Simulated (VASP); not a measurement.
The system is MgCuGe.

```
Ge Cu Mg
1.0
     4.00530    0.00000    0.00000
     0.00000    4.00530    0.00000
     0.00000    0.00000    6.39475
Ge Cu Mg
2 2 2
Direct
  0.50000 0.00000 0.32202
  0.00000 0.50000 0.67798
  0.50000 0.00000 0.70196
  0.00000 0.50000 0.29804
  0.50000 0.50000 0.00000
  0.00000 0.00000 0.00000
```

The cell comes from a database or a generator and needn't be the stable form of this composition.

| Property | Result |
| --- | --- |
| Program | VASP 6.6.1 |
| Task | single point |
| Functional | PBE |
| Potentials or basis | VASP PAW PBE potentials, release 64 (Ge_d, Cu, Mg) |
| Cutoff | 520 eV |
| k mesh | 7 × 7 × 4 |
| Occupations | fermi-dirac, width 0.05 eV |
| Spin | no spin polarisation |

On this cell: pressure 0.4 GPa; largest force 0.078 eV/Å; band gap on the k mesh none (metal or under the smearing width).

The same run follows on a disturbed copy (atoms moved at random, drawn with an rms of 0.05 Å):

```
CELL_PARAMETERS angstrom
4.00530 0.00000 0.00000
0.00000 4.00530 0.00000
0.00000 0.00000 6.39475
ATOMIC_POSITIONS crystal
Ge 0.49595 0.00617 0.32326
Ge 0.01487 0.50395 0.67559
Cu 0.50371 0.01191 0.69762
Cu 0.99063 0.50035 0.29781
Mg 0.51697 0.48506 0.99716
Mg 0.99571 0.01318 0.00040
```

**Question.** What does the disturbed cell give?

**Answer.** The energy (extrapolated to zero smearing) moves by +9.9 meV/atom; pressure 0.7 GPa; largest force 0.819 eV/Å; band gap on the k mesh none (metal or under the smearing width).

Forces in eV/Å, atoms in the order of the input:
```
Ge  -0.006 -0.101 -0.123
Ge   0.000  0.047  0.006
Cu  -0.001 -0.117  0.095
Cu   0.095  0.056  0.036
Mg  -0.475  0.667  0.022
Mg   0.386 -0.552 -0.036
```

Stress tensor (GPa, compression positive):
```
 0.43 -0.22  0.51
-0.22  0.35  0.09
 0.51  0.09  1.21
```
